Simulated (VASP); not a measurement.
Here is a VASP 6.6.1 calculation.

The input INCAR:

```
SYSTEM = RbSnN
PREC = Accurate ; ENCUT = 520
EDIFF = 1E-6 ; ISMEAR = 0
SIGMA = 0.01 ; LREAL = .False.
LASPH = .True. ; NELM = 100
ALGO = Normal ; ISIF = 2
LWAVE = .False. ; LCHARG = .True.
GGA = PE ; LELF = .True.
LVHAR = .True. ; NBANDS = 37
```

Contents of KPOINTS:

```
regular mesh
0
Gamma
  6 6 2
  0 0 0
```

POSCAR

```
RbSnN
1.0
    3.5112670000      0.0000000000      0.0000000000
   -1.7556330000      3.0408460000      0.0000000000
    0.0000000000      0.0000000000     12.7915030000
Rb Sn N
2 2 2
Direct
    0.6666670000      0.3333330000      0.7495550000
    0.3333330000      0.6666670000      0.2495550000
    0.0000000000      0.0000000000      0.5067730000
    0.0000000000      0.0000000000      0.0067730000
    0.3333330000      0.6666670000      0.5883120000
    0.6666670000      0.3333330000      0.0883120000
```

Potentials or basis: VASP PAW PBE potentials, release 64 (Rb_sv, Sn_d, N).

The run is started by

```bash
$ cat potpaw_PBE.64/Rb_sv/POTCAR potpaw_PBE.64/Sn_d/POTCAR potpaw_PBE.64/N/POTCAR > POTCAR
$ mpirun -np 1 vasp_std > vasp.out
```

(1) Predict the band gap on the k mesh.

(2) Predict the pressure.

(3) Predict the largest force.

## Answers

(1) 0.86 eV, indirect (least direct gap 0.90 eV).

(2) 0.0 GPa.

(3) 0.008 eV/Å.

Caveat: spin-orbit coupling is left out, which moves the levels of the heavy elements.
